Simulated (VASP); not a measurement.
Here is the system:

```yaml
crystal:
  lattice:
    - [2.20143, -3.79308, 0.00000]
    - [2.20143, 3.79308, 0.00000]
    - [0.00000, 0.00000, 4.52477]
  atoms:
    - { symbol: Ga, position: [0.15552, 0.84448, 0.91763] }
    - { symbol: Ga, position: [0.35016, 0.66120, 0.41763] }
    - { symbol: Ga, position: [0.65552, 0.34448, 0.58237] }
    - { symbol: Ga, position: [0.84448, 0.15552, 0.08237] }
```

The numbers are results of PBEsol GGA, VASP's PBE PAW potentials (set 64) (plane waves; VASP), not measurements. Settings: 480 eV cut-off, 8×8×6 Γ-centred mesh, first-order Methfessel-Paxton smearing of 0.10 eV, potentials Ga_d.

**Question.** Which forces act on the atoms, in eV/Å?

**Answer.** 
| atom | Fx | Fy | Fz |
|---|---|---|---|
| Ga1 | -0.043 | 0.000 | -0.017 |
| Ga2 | -0.071 | -0.003 | -0.014 |
| Ga3 | 0.047 | 0.003 | 0.017 |
| Ga4 | 0.067 | -0.001 | 0.014 |

**Question.** Give the stress tensor in GPa (positive for a compressed cell).

**Answer.** 
```
 0.35   0.03  -0.06
 0.03   0.66   0.01
-0.06   0.01   0.38
```
The pressure is its mean diagonal, 0.46 GPa.

The compound is Ga in the alpha structure. This cell was strained or had an atom moved on purpose.
